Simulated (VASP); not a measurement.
Data:

```
SrTiO3
1.0
    3.71118     0.00000     0.00000
    0.00000     3.71118     0.00000
    0.00000     0.00000     3.71118
Sr Ti O
1 1 3
Direct
  0.00000   0.00000   0.00000
  0.50000   0.50000   0.50000
  0.50000   0.00000   0.50000
  0.00000   0.50000   0.50000
  0.50000   0.50000   0.00000
```

Level of theory: PBE GGA, VASP's PBE PAW potentials (set 64) (plane waves; VASP). Run with 620 eV cut-off, 6×6×6 Γ-centred mesh, Gaussian smearing of 0.050 eV, potentials Sr_sv Ti_sv O.

Problem. Estimate the energy per atom (σ→0), pressure, band gap (on the k-mesh) with the smallest direct gap where there is one.

Solution. 
```
Item                                         Result
-----------------------------------  --------------
band gap (on the k-mesh)                    2.11 eV
smallest direct gap (on the k-mesh)         2.33 eV
energy per atom (σ→0)                -7.777 eV/atom
pressure                                  44.96 GPa
```

The absolute energy has meaning only against runs of the same code, potentials and settings.

The compound is SrTiO3 in the cubic perovskite structure, the ideal cubic form; the compound distorts at low or room temperature. It was relaxed first under an external pressure of 45 GPa.
